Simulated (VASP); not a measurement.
**Sr: Sr into a neighbouring Sr vacancy**

Aim: the barrier for one hop in Sr: Sr into a neighbouring Sr vacancy.

Method: PBEsol; plane waves and PAW (Sr_sv), in VASP 6.6.1.

## 1. The host crystal

It takes space group Fm-3m (No. 225, cubic). Conventional cell: a = 6.080 Å, b = 6.080 Å, c = 6.080 Å, α = 90.00°, β = 90.00°, γ = 90.00°. Nearest to Sr lie 12 Sr at 4.30 Å.

## 2. Relax the host

The later steps need the crystal at this functional's own lattice; a raised cutoff keeps the stress reliable while the cell changes.

File INCAR:

```
SYSTEM = Sr
PREC = Accurate
ENCUT = 350
EDIFF = 1E-06
NELM = 120
ISMEAR = 1
SIGMA = 0.15
LREAL = .FALSE.
ALGO = Normal
GGA = PS
NBANDS = 11
LORBIT = 11
LWAVE = .FALSE.
LCHARG = .FALSE.
KPAR = 6
IBRION = 2
NSW = 40
ISIF = 3
EDIFFG = -0.02
POTIM = 0.4
```

File POSCAR:

```
Sr
1.0
    0.0000000000      3.0400000000      3.0400000000
    3.0400000000      0.0000000000      3.0400000000
    3.0400000000      3.0400000000      0.0000000000
Sr
1
Direct
    0.0000000000      0.0000000000      0.0000000000
```

File KPOINTS:

```
Automatic mesh
0
Gamma
9 9 9
0 0 0
```

PAW data sets: Sr_sv (PBE family, release 64).

Launch:

```sh
> mpirun -np 6 vasp_std
```

The log of the run:

```text
[banner, memory and clock lines left out]
running    6 mpi-ranks, on    1 nodes
 distrk:  each k-point on    1 cores,    6 groups
 distr:  one band on    1 cores,    1 groups

 POSCAR found type information on POSCAR Sr
 POSCAR found :  1 types and       1 ions
|                                                                             |
|           W    W    AA    RRRRR   N    N  II  N    N   GGGG   !!!           |
|           W    W   A  A   R    R  NN   N  II  NN   N  G    G  !!!           |
|           W    W  A    A  R    R  N N  N  II  N N  N  G       !!!           |
|           W WW W  AAAAAA  RRRRR   N  N N  II  N  N N  G  GGG   !            |
|           WW  WW  A    A  R   R   N   NN  II  N   NN  G    G                |
|           W    W  A    A  R    R  N    N  II  N    N   GGGG   !!!           |
|                                                                             |
|     For optimal performance we recommend to set                             |
|       NCORE = 2 up to number-of-cores-per-socket                            |
|     NCORE specifies how many cores store one orbital (NPAR=cpu/NCORE).      |
|     This setting can greatly improve the performance of VASP for DFT.       |
|     The default, NCORE=1 might be grossly inefficient on modern             |
|     multi-core architectures or massively parallel machines. Do your        |
|     Unfortunately you need to use the default for GW and RPA                |
|     calculations (for HF NCORE is supported but not extensively tested      |
|     yet).                                                                   |
|                                                                             |

|                                                                             |
|               ----> ADVICE to this user running VASP <----                  |
|                                                                             |
|     You enforced a specific xc type in the INCAR file but a different       |
|     [... a line on the potential file left out ...]
|     I HOPE YOU KNOW WHAT YOU ARE DOING!                                     |
|                                                                             |

 LDA part: xc-table for (Slater+PW92), standard interpolation
 POSCAR, INCAR and KPOINTS ok, starting setup
 FFT: planning ... GRIDC
 FFT: planning ... GRID_SOFT
 FFT: planning ... GRID
 WAVECAR not read
 entering main loop
       N       E                     dE             d eps       ncg     rms          rms(c)
DAV:   1     0.260617403610E+02    0.26062E+02   -0.40197E+03   786   0.587E+02
DAV:   2    -0.674984770862E+00   -0.26737E+02   -0.26294E+02   917   0.126E+02
DAV:   3    -0.178026563614E+01   -0.11053E+01   -0.10941E+01  1107   0.194E+01
DAV:   4    -0.182618552493E+01   -0.45920E-01   -0.45859E-01   971   0.390E+00
DAV:   5    -0.182804809146E+01   -0.18626E-02   -0.18623E-02  1112   0.523E-01    0.115E+01
DAV:   6    -0.182597473399E+01    0.20734E-02   -0.60006E-03   909   0.835E-01    0.648E+00
DAV:   7    -0.182474590416E+01    0.12288E-02   -0.10954E-02  1160   0.105E+00    0.250E-01
DAV:   8    -0.182469429140E+01    0.51613E-04   -0.53889E-04  1034   0.147E-01    0.545E-02
DAV:   9    -0.182471953595E+01   -0.25245E-04   -0.79676E-05  1148   0.436E-02    0.210E-02
DAV:  10    -0.182472581752E+01   -0.62816E-05   -0.48538E-06   948   0.172E-02    0.162E-02
DAV:  11    -0.182472513203E+01    0.68548E-06   -0.44107E-07   541   0.543E-03
   1 F= -.18247251E+01 E0= -.18246103E+01  d E =-.182473E+01
 curvature:   0.00 expect dE= 0.000E+00 dE for cont linesearch  0.000E+00
 trial: gam= 0.00000 g(F)=  0.310E-62 g(S)=  0.109E-01 ort = 0.000E+00 (trialstep = 0.100E+01)
 search vector abs. value=  0.109E-01
 bond charge predicted
       N       E                     dE             d eps       ncg     rms          rms(c)
DAV:   1    -0.191157428223E+01   -0.86848E-01   -0.19844E+00   935   0.100E+01    0.197E+00
DAV:   2    -0.185440508715E+01    0.57169E-01   -0.20829E-01   898   0.342E+00    0.902E-01
DAV:   3    -0.182938592199E+01    0.25019E-01   -0.11115E-01  1183   0.184E+00    0.752E-01
DAV:   4    -0.183181263024E+01   -0.24267E-02   -0.21660E-03   918   0.359E-01    0.303E-01
DAV:   5    -0.183324975608E+01   -0.14371E-02   -0.45810E-03  1169   0.354E-01    0.113E-01
DAV:   6    -0.183340132563E+01   -0.15157E-03   -0.30357E-04  1378   0.109E-01    0.247E-02
DAV:   7    -0.183339608245E+01    0.52432E-05   -0.38615E-05  1392   0.325E-02    0.157E-02
DAV:   8    -0.183339464041E+01    0.14420E-05   -0.12022E-06   634   0.928E-03    0.664E-03
DAV:   9    -0.183339369611E+01    0.94431E-06   -0.14019E-06   708   0.661E-03
   2 F= -.18333937E+01 E0= -.18336325E+01  d E =-.866856E-02
[...]
3 F= -.18372617E+01 E0= -.18378344E+01  d E =-.125366E-01
 curvature:  -1.11 expect dE=-0.893E-04 dE for cont linesearch -0.893E-04
 ZBRENT: extrapolating
 opt :   2.2348  next Energy=    -1.837349 (dE=-0.126E-01)
 bond charge predicted
       N       E                     dE             d eps       ncg     rms          rms(c)
DAV:   1    -0.184014601105E+01   -0.28836E-02   -0.70544E-02   929   0.189E+00    0.408E-01
DAV:   2    -0.183808281366E+01    0.20632E-02   -0.74388E-03   890   0.652E-01    0.174E-01
DAV:   3    -0.183717657457E+01    0.90624E-03   -0.34380E-03  1194   0.323E-01    0.149E-01
DAV:   4    -0.183728148741E+01   -0.10491E-03   -0.46222E-05   917   0.522E-02    0.686E-02
DAV:   5    -0.183734012735E+01   -0.58640E-04   -0.29097E-04  1018   0.831E-02    0.133E-02
DAV:   6    -0.183734289531E+01   -0.27680E-05   -0.79667E-06   844   0.197E-02    0.390E-03
DAV:   7    -0.183734282578E+01    0.69526E-07   -0.20993E-07   511   0.364E-03
   4 F= -.18373428E+01 E0= -.18379640E+01  d E =-.126177E-01
 curvature:  -1.08 expect dE=-0.939E-06 dE for cont linesearch -0.939E-06
 trial: gam= 0.00000 g(F)=  0.638E-62 g(S)=  0.868E-06 ort =-0.973E-04 (trialstep = 0.125E+01)
 search vector abs. value=  0.868E-06
 reached required accuracy - stopping structural energy minimisation
```

Elapsed: 6.4 s, on 6 MPI ranks of Intel Xeon 6975P-C (Granite Rapids), shared host; peak memory 0.93 GiB.

The logs omit lines about the potential files and the build; timing stands in the text.

Parts of OUTCAR (step 2):

```text
ion  position               nearest neighbor table
   1  0.000  0.000  0.000-

  LATTYP: Found a face centered cubic cell.
 ALAT       =     6.0800000000

 Subroutine GETGRP returns: Found 48 space group operations
 (whereof 48 operations were pure point group operations)

The static configuration has the point symmetry O_h .

 Found     35 irreducible k-points:

   k-points           NKPTS =     35   k-points in BZ     NKDIM =     35   number of bands    NBANDS=     11

   dimension x,y,z NGX =    28 NGY =   28 NGZ =   28
   dimension x,y,z NGXF=    56 NGYF=   56 NGZF=   56

   ENCUT  =  350.0 eV  25.72 Ry    5.07 a.u.   6.56  6.56  6.56*2*pi/ulx,y,z

   NELECT =      10.0000    total number of electrons

 k-points in reciprocal lattice and weights: Automatic mesh
   0.00000000  0.00000000  0.00000000       0.001
   0.11111111  0.00000000  0.00000000       0.011
   0.22222222  0.00000000  0.00000000       0.011
   0.33333333  0.00000000  0.00000000       0.011
   0.44444444  0.00000000  0.00000000       0.011
   0.11111111  0.11111111  0.00000000       0.008
   0.22222222  0.11111111  0.00000000       0.033
   0.33333333  0.11111111  0.00000000       0.033
   0.44444444  0.11111111  0.00000000       0.033
[...]
-0.33333333  0.44444444  0.11111111       0.033
  -0.33333333  0.44444444  0.22222222       0.033

 average (electrostatic) potential at core
       1 -40.4739

 E-fermi :   1.7109

 k-point     1 :       0.0000    0.0000    0.0000
  band No.  band energies     occupation
      1     -34.7233      2.00000
      2     -16.6114      2.00000
      3     -16.6114      2.00000
      4     -16.6114      2.00000
      5      -2.0525      2.00000
      6       4.0938     -0.00000
      7       4.0938     -0.00000
      8       4.0938     -0.00000
      9       5.6667      0.00000
     10       5.6667      0.00000
    ...

 k-point     2 :       0.1111    0.0000    0.0000
  band No.  band energies     occupation
      1     -34.7211      2.00000
      2     -16.6410      2.00000
      3     -16.6153      2.00000
      4     -16.6153      2.00000
      5      -1.8425      2.00000
      6       3.7829     -0.00000
      7       4.1883     -0.00000
      8       4.1883     -0.00000
      9       5.5437      0.00000
     10       5.5437      0.00000
    ...

 k-point     3 :       0.2222    0.0000    0.0000
  band No.  band energies     occupation
      1     -34.7156      2.00000
      2     -16.7148      2.00000
      3     -16.6252      2.00000
      4     -16.6252      2.00000
      5      -1.2531      2.00000
      6       3.1436     -0.00000
      7       4.2789     -0.00000
      8       4.2789     -0.00000
      9       5.5257      0.00000
     10       5.5257      0.00000
    ...

  Total        0.0027378      0.0027378      0.0027378      0.0000000     -0.0000000      0.0000000
  in kB        0.0846104      0.0846104      0.0846104      0.0000000     -0.0000000      0.0000000
  external PRESSURE =       0.0846104 kB  Pullay stress =       0.0000000 kB

  energy-cutoff  :      350.00
  volume of cell :       51.84
      direct lattice vectors                 reciprocal lattice vectors
    -0.000000000  2.959509174  2.959509174    -0.168946934  0.168946934  0.168946934
     2.959509174  0.000000000  2.959509174     0.168946934 -0.168946934  0.168946934
     2.959509174  2.959509174  0.000000000     0.168946934  0.168946934 -0.168946934

 POSITION                                       TOTAL-FORCE (eV/Angst)
 -----------------------------------------------------------------------------------
      2.95951      0.00000      2.95951         0.000000     -0.000000      0.000000
 -----------------------------------------------------------------------------------
    total drift:                                0.000000     -0.000000      0.000000

  FREE ENERGIE OF THE ION-ELECTRON SYSTEM (eV)
  ---------------------------------------------------
  free  energy   TOTEN  =        -1.8373428258 eV

  energy  without entropy=       -1.8392062528  energy(sigma->0) =       -1.83796397

 reached required accuracy - stopping structural energy minimisation

 total charge
# of ion       s       p       d       tot
------------------------------------------
    1        2.067   5.678   0.145   7.890

[... 3 further parts left out ...]
```

CONTCAR:

```
Sr
   1.00000000000000
    -0.0000000000000000    2.9595091740227097    2.9595091740227097
     2.9595091740227097    0.0000000000000000    2.9595091740227097
     2.9595091740227097    2.9595091740227097    0.0000000000000000
  Sr
     1
Direct
     0.0000000000000000    1.0000000000000000    0.0000000000000000
```

The PAW data sets were made with PBE, which is usual practice but a small mismatch for other functionals. The run keeps the 48 symmetry operations of its start, so it cannot find a distortion of lower symmetry.

Relaxation path:

```csv
step,energy less that of the first step (eV),largest force (eV/Å),pressure (GPa),volume (Å³)
1,0.0000,0.0000,-0.88,56.19
2,-0.0087,0.0000,-0.52,54.22
3,-0.0125,0.0000,-0.08,52.20
4,-0.0126,0.0000,0.01,51.84
```

```csv
"conventional cell, symmetrised",before,after,change
a (Å),6.080,5.919,-2.6 %
b (Å),6.080,5.919,-2.6 %
c (Å),6.080,5.919,-2.6 %
volume (Å³/atom),56.19,51.84,-7.7 %
```

Final coordinates:

```cif
data_structure
_symmetry_space_group_name_H-M 'P 1'
_symmetry_Int_Tables_number 1
_cell_length_a 4.1854
_cell_length_b 4.1854
_cell_length_c 4.1854
_cell_angle_alpha 60.000
_cell_angle_beta 60.000
_cell_angle_gamma 60.000
_cell_volume 51.84
loop_
_atom_site_label
_atom_site_type_symbol
_atom_site_fract_x
_atom_site_fract_y
_atom_site_fract_z
_atom_site_occupancy
Sr1 Sr 0.00000 0.00000 0.00000 1
```

This step gave:

| Quantity | Value |
| --- | --- |
| electronic cycles | 36 |
| electrons | 10 |
| free energy (TOTEN) | -1.837 eV |
| energy at zero smearing | -1.838 eV |
| Fermi energy | 1.711 eV |

The run ended after 4 ionic steps, 0.013 eV below its first step, once forces and stress met EDIFFG = -0.02.

A spacing of under 0.3 eV between levels on this mesh is not given as a gap, since the run was smeared as a metal.

## 3. Relax the host again, on a new basis

The volume changed by more than 5 %, so the plane waves of the start no longer fit; a second relaxation removes that error.

Changes to INCAR since step 2:

```diff
@@ -16,3 +16,3 @@
 IBRION = 2
-NSW = 40
+NSW = 30
 ISIF = 3
```

File POSCAR:

```
Sr
1.0
    0.0000000000      2.9595091740      2.9595091740
    2.9595091740      0.0000000000      2.9595091740
    2.9595091740      2.9595091740      0.0000000000
Sr
1
Direct
    0.0000000000      0.0000000000      0.0000000000
```

File KPOINTS:

```
Automatic mesh
0
Gamma
10 10 10
0 0 0
```

Launch:

```sh
> mpirun -np 6 vasp_std
```

The log of the run:

```text
[banner, memory and clock lines left out]
running    6 mpi-ranks, on    1 nodes
 distrk:  each k-point on    1 cores,    6 groups
 distr:  one band on    1 cores,    1 groups

 POSCAR found type information on POSCAR Sr
 POSCAR found :  1 types and       1 ions
 [... a notice as in an earlier step ...]

 [... a notice as in an earlier step ...]

 LDA part: xc-table for (Slater+PW92), standard interpolation
 POSCAR, INCAR and KPOINTS ok, starting setup
 FFT: planning ... GRIDC
 FFT: planning ... GRID_SOFT
 FFT: planning ... GRID
 WAVECAR not read
 entering main loop
       N       E                     dE             d eps       ncg     rms          rms(c)
DAV:   1     0.262185080762E+02    0.26219E+02   -0.39449E+03  1042   0.586E+02
DAV:   2    -0.791654561178E+00   -0.27010E+02   -0.26627E+02  1233   0.129E+02
DAV:   3    -0.180661540926E+01   -0.10150E+01   -0.10087E+01  1468   0.186E+01
DAV:   4    -0.184431165067E+01   -0.37696E-01   -0.37673E-01  1317   0.375E+00
DAV:   5    -0.184599881545E+01   -0.16872E-02   -0.16871E-02  1488   0.558E-01    0.121E+01
DAV:   6    -0.184210686397E+01    0.38920E-02   -0.56100E-03  1305   0.799E-01    0.685E+00
DAV:   7    -0.183969221664E+01    0.24146E-02   -0.10738E-02  1544   0.102E+00    0.233E-01
DAV:   8    -0.183964663711E+01    0.45580E-04   -0.38057E-04  1396   0.127E-01    0.512E-02
DAV:   9    -0.183966825302E+01   -0.21616E-04   -0.72695E-05  1559   0.420E-02    0.205E-02
DAV:  10    -0.183967292934E+01   -0.46763E-05   -0.44225E-06  1289   0.166E-02    0.144E-02
DAV:  11    -0.183967249015E+01    0.43919E-06   -0.30108E-07   679   0.435E-03
   1 F= -.18396725E+01 E0= -.18390751E+01  d E =-.183967E+01
 curvature:   0.00 expect dE= 0.000E+00 dE for cont linesearch  0.000E+00
 trial: gam= 0.00000 g(F)=  0.147E-65 g(S)=  0.613E-06 ort = 0.000E+00 (trialstep = 0.100E+01)
 search vector abs. value=  0.613E-06
 reached required accuracy - stopping structural energy minimisation
```

Elapsed: 2.4 s, on 6 MPI ranks; peak memory 0.9 GiB.

Parts of OUTCAR (step 3):

```text
  LATTYP: Found a face centered cubic cell.
 ALAT       =     5.9190183480

The static configuration has the point symmetry O_h .

 Found     47 irreducible k-points:

   k-points           NKPTS =     47   k-points in BZ     NKDIM =     47   number of bands    NBANDS=     11

   ENCUT  =  350.0 eV  25.72 Ry    5.07 a.u.   6.38  6.38  6.38*2*pi/ulx,y,z

   NELECT =      10.0000    total number of electrons

 E-fermi :   1.7356

 k-point     1 :       0.0000    0.0000    0.0000
  band No.  band energies     occupation
      1     -34.7243      2.00000
      2     -16.6124      2.00000
      3     -16.6124      2.00000
      4     -16.6124      2.00000
      5      -2.0519      2.00000
      6       4.0935     -0.00000
      7       4.0935     -0.00000
      8       4.0935     -0.00000
      9       5.6662      0.00000
     10       5.6662      0.00000
    ...

 k-point     2 :       0.1000    0.0000    0.0000
  band No.  band energies     occupation
      1     -34.7225      2.00000
      2     -16.6366      2.00000
      3     -16.6156      2.00000
      4     -16.6156      2.00000
      5      -1.8815      2.00000
      6       3.8361     -0.00000
      7       4.1723     -0.00000
      8       4.1723     -0.00000
      9       5.5614      0.00000
     10       5.5614      0.00000
    ...

  Total       -0.0023001     -0.0023001     -0.0023001     -0.0000000      0.0000000     -0.0000000
  in kB       -0.0710836     -0.0710836     -0.0710836     -0.0000000      0.0000000     -0.0000000
  external PRESSURE =      -0.0710836 kB  Pullay stress =       0.0000000 kB

  energy-cutoff  :      350.00
  volume of cell :       51.84
      direct lattice vectors                 reciprocal lattice vectors
     0.000000000  2.959509174  2.959509174    -0.168946934  0.168946934  0.168946934
     2.959509174  0.000000000  2.959509174     0.168946934 -0.168946934  0.168946934
     2.959509174  2.959509174  0.000000000     0.168946934  0.168946934 -0.168946934

 POSITION                                       TOTAL-FORCE (eV/Angst)
 -----------------------------------------------------------------------------------
      0.00000      0.00000      0.00000         0.000000      0.000000     -0.000000
 -----------------------------------------------------------------------------------
    total drift:                               -0.000000     -0.000000     -0.000000

  FREE ENERGIE OF THE ION-ELECTRON SYSTEM (eV)
  ---------------------------------------------------
  free  energy   TOTEN  =        -1.8396724901 eV

  energy  without entropy=       -1.8378802339  energy(sigma->0) =       -1.83907507

 total charge
# of ion       s       p       d       tot
------------------------------------------
    1        2.067   5.677   0.145   7.889

[... 4 parts as in an earlier step ...]

[... 6 further parts left out ...]
```

CONTCAR:

```
Sr
   1.00000000000000
     0.0000000000000000    2.9595091739999999    2.9595091739999999
     2.9595091739999999    0.0000000000000000    2.9595091739999999
     2.9595091739999999    2.9595091739999999    0.0000000000000000
  Sr
     1
Direct
     0.0000000000000000    0.0000000000000000    0.0000000000000000
```

The k-mesh is coarse for a metal.

Little changed from the start: no atom moved by 0.005 Å and no cell edge by 0.1 %.

Numbers from this step:

```yaml
electronic_cycles: 11
free_energy_toten: -1.840 eV
energy_at_zero_smearing: -1.839 eV
fermi_energy: 1.736 eV
metallic: yes
```

The start already met the threshold, so nothing moved.

[end of part 1 of 5]

[Lines on the potential files, build, host, timing and source positions are cut from VASP's logs without a mark.]

[Logs are printed without paths, hosts, clocks, repeated set-up lines and the standing remarks that a program may print on its own settings, such as how far it seeks lower states.]

[Hosts, paths, dates, database ids (printed as entryN), source tags and the programs' standing remarks are cut or masked in the printed files.]

[Runs that stopped without an error message from VASP are left out.]
